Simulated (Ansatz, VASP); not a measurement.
# Cross-check of Mn3ZnP between VASP and Ansatz

One calculation is typed for both programs; each brings its own data sets. How far apart do they land? The two relaxations start from unlike cells of this crystal (the structure described is Ansatz's start), so only their ends are compared.

Program: Ansatz 0.2.0. Level of theory: plane waves, with VASP 6.6.1 beside it; relaxation of cell and atoms at PBE. Results are calculated unless marked as measured.

The structure was built from a prototype and need not be the compound's stable phase.

### 1. The structure

It takes space group Pm-3m (No. 221, cubic). Conventional cell: a = 4.109 Å, b = 4.109 Å, c = 4.109 Å, α = 90.00°, β = 90.00°, γ = 90.00°. Nearest to Zn lie 12 Mn at 2.91 Å. Nearest to Mn lie 2 P at 2.05 Å and 8 Mn at 2.91 Å and 4 Zn at 2.91 Å. Nearest to P lie 6 Mn at 2.05 Å. As first built, before any earlier steps moved the atoms (in the runner's words): all N replaced by P in the Pm-3m structure of Mn3ZnN. Farther neighbours are not listed.

### 2. Ansatz: relaxation of cell and atoms, PBE

Ansatz runs on its default PAW (the set named soft_2) files.

The relaxed volume is the usual yardstick between codes: in a stiff, nearly cubic crystal its relative difference is about their pressure difference at one cell divided by the bulk modulus.

The input, input.yaml:

```yaml
crystal:
  lattice:
    - [4.10925377, 0.0, 0.0]
    - [0.0, 4.10925377, 0.0]
    - [0.0, 0.0, 4.10925377]
  atoms:
    - { symbol: Zn, position: [0.0, 0.0, 0.0] }
    - { symbol: Mn, position: [0.5, 0.5, 0.0], spin: 4.0 }
    - { symbol: Mn, position: [0.5, 0.0, 0.5], spin: 4.0 }
    - { symbol: Mn, position: [0.0, 0.5, 0.5], spin: 4.0 }
    - { symbol: P, position: [0.5, 0.5, 0.5] }
magnetization:
  spin_polarized: true
kpoints:
  mp_grid: { grid: [6, 6, 6] }
scf:
  occupations: { method: fermi_dirac, width: 0.05 }
hamiltonian:
  xc: pbe
output:
  forces: true
  stress: true
relax:
  f_tol: 0.02
  max_steps: 50
  cell: {}
```

Command:

```
$ ansatz run input.yaml --threads 1 --pin off --max-ram 4096MiB --backend cpu --events-out ev --progress --plain --runs-dir out
```

Numbers of over 12 decimals in the logs are rounded to 6 here.

What it wrote:

```text
Engine: ansatz 0.2.0, x86_64-unknown-linux-gnu
Pseudopotentials: kind: paw
Pseudopotential: Zn, paw, valence charge 12, recommended cutoff 420 eV (normal), Zn.paw.azcp
Pseudopotential: Mn, paw, valence charge 15, recommended cutoff 420 eV (normal), Mn.paw.azcp
Pseudopotential: P, paw, valence charge 5, recommended cutoff 420 eV (normal), P.paw.azcp
Functional definition: PBE
  parameter kappa = 0.804
  parameter beta = 0.066725
  exchange = pbe_x(kappa = kappa, mu = beta*pi^2/3)
  correlation = pbe_c(beta = beta)
Crystal: 5 atoms, lattice volume = 69.389 Å³
Basis set: ecut = 420 eV, 1357 PW (Γ), exchange–correlation on 60×60×60 points (8 copies of the dense FFT grid, shifted against one another)
Bands: 45, of which v1, the nominal top of the filled ones, is band 31 counted from 1 (30 counted from 0)
Symmetry: 48 space group operations
Space group: Pm-3m (ITA 221), of the structure as read, at distance tolerance 4.1e-5 Å
Magnetic group: BNS 221.92 (UNI 1594), of the structure as read, at distance tolerance 4.1e-5 Å
k-points: 20 of 216
Non-local potential: Zn, projectors of the file, l = 0: 2, l = 1: 2, l = 2: 3, l = 3: 1
Non-local potential: Mn, projectors of the file, l = 0: 3, l = 1: 2, l = 2: 3, l = 3: 1
Non-local potential: P, projectors of the file, l = 0: 2, l = 1: 2, l = 2: 2
PAW form: soft (Blöchl's): semilocal exchange-correlation on the pseudo side does not see the compensation charge
PAW one-centre angular grid: Zn, 590 points (default); XC on 64 Gauss nodes
PAW one-centre angular grid: Mn, 590 points (default); XC on 64 Gauss nodes
PAW one-centre angular grid: P, 110 points (default); XC on 64 Gauss nodes
Initial density: superposition of atomic densities (chi_scale 0.1, normalization cell, long waves kept (reshape's long-wave potential 0.00 eV rms))
Starting moments: Σ|m| = 12 μB on 3 of 5 sites
Initial wavefunctions: pseudopotential atomic-orbital guess
Functional: x = pbe(κ = 0.804, μ = 0.219515), c = pbe(β = 0.066725)
SCF iter   1: F=—  HF=-15766.162116 eV  |F-HF|=—  |Δ(HF+E_count)|=         —  Δρ=4.21e-2 (↑4.21e-2 ↓4.04e-2)  dr2=3.83e0  dr2_m=6.75e-1  M=9.860 μB ∫|m|=10.464 μB  β_m=0.30  ethr=3.10e-3  ⟨swp⟩=7.4  Hψ=7722  notcnv=0  defer=4
Mixer restart at iter 1: flushing history
preconditioner: auto → Kerker (q_TF=auto, 2.678 Å⁻¹)  [metal: Δε(μ)=0.144 eV  Ē_g=8.940 eV  σ=0.050 eV  W_gap=0.49  n_scr=26 (ndim 8)  ℏωp=27.5 eV  f_vac=0.000  D(μ)=1.52/eV (n_scr^D=6)]
spin=Collinear: Kerker preconditioning applied to the charge; magnetization (m = ρ↑ − ρ↓) channel mixes plain (no charge-response kernel on spin).
SCF iter   2: F=—  HF=-15766.726154 eV  |F-HF|=—  |Δ(HF+E_count)|=   5.64e-1  Δρ=3.45e-2 (↑2.60e-2 ↓3.45e-2)  dr2=2.20e0  dr2_m=3.96e-1  M=9.719 μB ∫|m|=10.355 μB  β_m=0.58  ethr=3.10e-3  ⟨swp⟩=2.2  Hψ=2634  notcnv=0  defer=141
SCF iter   3: F=—  HF=-15769.123249 eV  |F-HF|=—  |Δ(HF+E_count)|=    2.40e0  Δρ=2.73e-2 (↑2.21e-2 ↓2.73e-2)  dr2=7.83e-1  dr2_m=3.16e-1  M=8.891 μB ∫|m|=9.673 μB  β_m=0.67  ethr=3.10e-3  ⟨swp⟩=3.2  Hψ=3192  notcnv=0  defer=148
SCF iter   4: F=—  HF=-15769.372650 eV  |F-HF|=—  |Δ(HF+E_count)|=   2.49e-1  Δρ=1.93e-2 (↑1.93e-2 ↓1.46e-2)  dr2=1.12e-1  dr2_m=1.30e-1  M=8.176 μB ∫|m|=8.998 μB  β_m=0.83  ethr=1.26e-3  ⟨swp⟩=3.0  Hψ=3464  notcnv=0  defer=157
SCF iter   5: F=—  HF=-15769.808441 eV  |F-HF|=—  |Δ(HF+E_count)|=         —  Δρ=5.02e-2 (↑5.02e-2 ↓4.63e-2)  dr2=7.68e-2  dr2_m=1.45e0  M=6.393 μB ∫|m|=7.239 μB  β_m=1.00  ethr=1.81e-4  ⟨swp⟩=3.2  Hψ=4024  notcnv=0  defer=163
Mixer restart at iter 5: flushing history
SCF iter   6: F=—  HF=-15769.662615 eV  |F-HF|=—  |Δ(HF+E_count)|=   1.46e-1  Δρ=1.15e-2 (↑1.09e-2 ↓1.15e-2)  dr2=1.34e-1  dr2_m=1.61e-2  M=6.255 μB ∫|m|=7.036 μB  β_m=0.83  ethr=8.06e-5  ⟨swp⟩=4.0  Hψ=4542  notcnv=0  defer=163
SCF iter   7: F=—  HF=-15769.738567 eV  |F-HF|=—  |Δ(HF+E_count)|=   7.60e-2  Δρ=1.39e-2 (↑1.22e-2 ↓1.39e-2)  dr2=2.57e-1  dr2_m=1.69e-3  M=6.251 μB ∫|m|=7.010 μB  β_m=0.53  ethr=8.06e-5  ⟨swp⟩=3.8  Hψ=4483  notcnv=0  defer=158
SCF iter   8: F=—  HF=-15769.563903 eV  |F-HF|=—  |Δ(HF+E_count)|=   1.75e-1  Δρ=2.94e-3 (↑2.84e-3 ↓2.94e-3)  dr2=5.89e-3  dr2_m=3.32e-3  M=6.221 μB ∫|m|=6.981 μB  β_m=0.80  ethr=8.06e-5  ⟨swp⟩=3.0  Hψ=3703  notcnv=0  defer=163
[...]
basis re-selected at this cell: Δ(F+E_penalty+E_count) = -6.950e-3 eV, ΔP = +0.128 GPa vs the last step (what re-selecting the basis moved, of the pressure what is left beyond the Pulay correction that the steps carried, after the strain that the cell walked since its last selection, with what the two solves' SCF thresholds leave and, on support functions, any second-order correction that the steps lacked; it is no m [...]
Crystal: 5 atoms, lattice volume = 80.922 Å³
[...]
preconditioner: auto → Kerker (q_TF=auto, 2.129 Å⁻¹)  [metal: Δε(μ)=0.040 eV  Ē_g=8.236 eV  σ=0.050 eV  W_gap=0.19  n_scr=18 (ndim 8)  ℏωp=25.4 eV  f_vac=0.000  D(μ)=5.09/eV (n_scr^D=56)]
spin=Collinear: Kerker preconditioning applied to the charge; magnetization (m = ρ↑ − ρ↓) channel mixes plain (no charge-response kernel on spin).
[...]
SCF iter   8: F=-15769.965091 eV  HF=-15769.965091 eV  |F-HF|=1.14e-8  |Δ(HF+E_count)|=   5.04e-8  Δρ=2.87e-6 (↑1.19e-6 ↓2.87e-6)  dr2=1.34e-8  dr2_m=7.14e-10  M=9.132 μB ∫|m|=9.999 μB  ethr=4.64e-11  ⟨swp⟩=2.8  Hψ=6670  notcnv=0
SCF 8 converged in 8 iterations: F = -15769.965091 eV  dr2 = 1.34e-8
relax step   8: F+E_penalty+E_count = -15769.96509102 eV  Δ(F+E_penalty+E_count) = -2.162e-5 eV  max|allowed force component| = 1.281e-28 eV/Å  Δτ_max = 0.0000 Å  P = +0.011 GPa  Ω = 80.922 Å³  energy of the carried Pulay correction = -8.275e-5 eV  (8 SCF iters, dr2 threshold 4.27e-8 eV, accepted)
iter 1 solved again at ethr=1.49e-7 eV; its pass at ethr=3.10e-3 eV (dr2=9.23e-5 eV) is discarded
SCF iter   1: F=—  HF=-15769.965166 eV  |F-HF|=—  |Δ(HF+E_count)|=         —  Δρ=3.83e-6 (↑2.64e-6 ↓3.83e-6)  dr2=1.65e-8  dr2_m=1.43e-9  M=9.132 μB ∫|m|=9.999 μB  β_m=0.65  ethr=1.49e-7  ⟨swp⟩=4.1  Hψ=13422  notcnv=0
eigensolver tolerance schedule: the retry pair's looser diagonalisation over-reported the residual by 5593.04 of it (diagonalisation noise at 0.37 of the residual, at the tolerance the schedule requests for it); recorded, not acted on — ethr = c·dr2/N_el stays at c = 1.0e-1
preconditioner: auto → Kerker (q_TF=auto, 2.129 Å⁻¹)  [metal: Δε(μ)=0.032 eV  Ē_g=8.235 eV  σ=0.050 eV  W_gap=0.16  n_scr=18 (ndim 8)  ℏωp=25.4 eV  f_vac=0.000  D(μ)=5.12/eV (n_scr^D=56)]
spin=Collinear: Kerker preconditioning applied to the charge; magnetization (m = ρ↑ − ρ↓) channel mixes plain (no charge-response kernel on spin).
SCF iter   2: F=—  HF=-15769.965169 eV  |F-HF|=—  |Δ(HF+E_count)|=   2.97e-6  Δρ=3.24e-6 (↑3.24e-6 ↓3.09e-6)  dr2=1.11e-8  dr2_m=1.94e-9  M=9.132 μB ∫|m|=9.999 μB  β_m=0.47  ethr=2.66e-11  ⟨swp⟩=3.4  Hψ=3961  notcnv=0
SCF iter   3: F=—  HF=-15769.965169 eV  |F-HF|=—  |Δ(HF+E_count)|=   2.84e-9  Δρ=1.14e-6 (↑5.93e-7 ↓1.14e-6)  dr2=8.05e-10  dr2_m=2.02e-10  M=9.132 μB ∫|m|=9.999 μB  β_m=0.53  ethr=1.79e-11  ⟨swp⟩=2.1  Hψ=2449  notcnv=0
SCF iter   4: F=—  HF=-15769.965169 eV  |F-HF|=—  |Δ(HF+E_count)|=  5.09e-11  Δρ=4.77e-7 (↑3.20e-7 ↓4.77e-7)  dr2=2.39e-10  dr2_m=1.84e-11  M=9.132 μB ∫|m|=9.999 μB  β_m=0.55  ethr=1.30e-12  ⟨swp⟩=2.1  Hψ=2537  notcnv=0
SCF iter   5: F=—  HF=-15769.965169 eV  |F-HF|=—  |Δ(HF+E_count)|=  1.27e-10  Δρ=1.54e-7 (↑1.54e-7 ↓1.43e-7)  dr2=4.60e-11  dr2_m=3.26e-12  M=9.132 μB ∫|m|=9.999 μB  β_m=0.65  ethr=1.00e-12  ⟨swp⟩=1.2  Hψ=1812  notcnv=0
SCF iter   6: F=—  HF=-15769.965169 eV  |F-HF|=—  |Δ(HF+E_count)|=  9.09e-11  Δρ=1.39e-7 (↑6.02e-8 ↓1.39e-7)  dr2=2.64e-11  dr2_m=5.01e-12  M=9.132 μB ∫|m|=9.999 μB  β_m=0.83  ethr=1.00e-12  ⟨swp⟩=1.0  Hψ=1800  notcnv=0
SCF iter   7: F=—  HF=-15769.965169 eV  |F-HF|=—  |Δ(HF+E_count)|=  5.09e-11  Δρ=1.34e-7 (↑1.34e-7 ↓9.03e-8)  dr2=6.99e-12  dr2_m=8.29e-12  M=9.132 μB ∫|m|=9.999 μB  β_m=0.91  ethr=1.00e-12  ⟨swp⟩=1.0  Hψ=1801  notcnv=0
SCF iter   8: F=-15769.965169 eV  HF=-15769.965169 eV  |F-HF|=0.00e0  |Δ(HF+E_count)|=  9.09e-12  Δρ=3.77e-8 (↑3.65e-8 ↓3.77e-8)  dr2=1.70e-12  dr2_m=7.96e-13  M=9.132 μB ∫|m|=9.999 μB  ethr=1.00e-12  ⟨swp⟩=3.0  Hψ=5505  notcnv=0
SCF 9 converged in 8 iterations: F = -15769.965169 eV  dr2 = 1.70e-12
relax step   9: F+E_penalty+E_count = -15769.96516880 eV  Δ(F+E_penalty+E_count) = -7.778e-5 eV  max|allowed force component| = 1.653e-28 eV/Å  Δτ_max = 0.0000 Å  P = +0.010 GPa  Ω = 80.922 Å³  stress off target by 1.02e-2 GPa  SCF on the basis re-selected at this cell (its energy is not comparable with the rows above)  (8 SCF iters)
basis re-selected at this cell: Δ(F+E_penalty+E_count) = -7.778e-5 eV, ΔP = -0.001 GPa vs the last step (what re-selecting the basis moved, of the pressure what is left beyond the Pulay correction that the steps carried, after the strain that the cell walked since its last selection, with what the two solves' SCF thresholds leave and, on support functions, any second-order correction that the steps lacked; it is no m [...]
SCF converged after 8 iterations
Magnetization: 9.1320 μB (35.5660 up, 26.4340 down)
Absolute magnetization: 9.9944 μB (∫|ρ↑−ρ↓|, with the PAW one-centre terms)
Spin contamination: 0.2607 ħ² per cell (⟨S²⟩ above its minimum at these occupations)
Per-site moments (μB) at R_I (Å): [(-0.161782, 1.261629), (2.841184, 0.892107), (2.841184, 0.892107), (2.841184, 0.892107), (-0.085050, 0.892107)]
Free energy (F): -15769.965169 eV
Harris-Foulkes:  -15769.965169 eV  (|F-HF|=0.00e0)
Internal energy: -15769.925261 eV  (E = F + TS)
E sigma→0 (E₀):  -15769.945215 eV
Entropy (-TS):   -0.039908 eV (-7.982 meV/atom)
Fermi energy:    11.525702 eV
--- Per-component energies (eV) ---
  E_band       = -785.209998
  E_kinetic    = 1118.573434
  E_local      = -8283.881779  (includes V_loc(G=0)·N_el)
  E_nonlocal   = 1386.973719
  E_hartree    = 3428.526175
  E_xc         = -537.317276
  E_vxc        = -545.856004  (∫ρ·V_xc dr)
  E_paw        = -6308.446536  (= ΣΔE_a)
  E_vpaw       = -1318.071399  (= ΣTr[D̂ρ^β])
  E_aug_tail   = -0.000374  (compensation charges beyond the density's cutoff)
  E_ewald      = -6574.352623
  E_smearing   = -0.039908  (= −TS)
  E_closure    = -0.000000  (closes the sum)
  Σ components = -15769.965169   (vs F -15769.965169, Δ=0.00e0)
--- Forces (eV/Å), atoms counted from 1 ---
  atom   1  Zn     0.00000000    -0.00000000     0.00000000
  atom   2  Mn     0.00000000    -0.00000000    -0.00000000
  atom   3  Mn    -0.00000000     0.00000000     0.00000000
  atom   4  Mn    -0.00000000    -0.00000000     0.00000000
  atom   5  P     -0.00000000     0.00000000    -0.00000000
  max |Σ_I F_I| component: 1.09e-28 eV/Å
--- Stress (GPa, compression-positive) ---
        0.010243       0.000000      -0.000000
        0.000000       0.010243       0.000000
       -0.000000       0.000000       0.010243
  P = ⅓ Tr σ = 0.0102 GPa (0.102 kbar)
--- Relaxed structure (7 steps of the walk, 7 accepted, 2 SCFs on fresh bases) ---
  F+E_penalty+E_count = -15769.96516880 eV   max|allowed force component| = 1.653e-28 eV/Å   (the final SCF, on the basis selected at the relaxed cell)
  cell:  # Å, volume = 80.9224 Å³
    - [4.325366, 0, 0]
    - [0, 4.325366, 0]
    - [0, 0, 4.325366]
  atoms:
    - { symbol: Zn, position: [0, 0, 0] }
    - { symbol: Mn, position: [0.500000, 0.500000, 0] }
    - { symbol: Mn, position: [0.500000, 0, 0.5] }
    - { symbol: Mn, position: [0, 0.500000, 0.5] }
    - { symbol: P, position: [0.500000, 0.500000, 0.5] }
```

[end of part 1 of 2]

[Lines on the potential files, build, host, timing and source positions are cut from VASP's logs without a mark.]

[Logs are printed without paths, hosts, clocks, repeated set-up lines and the standing remarks that a program may print on its own settings, such as how far it seeks lower states.]

[Hosts, paths, dates, database ids (printed as entryN), source tags and the programs' standing remarks are cut or masked in the printed files.]
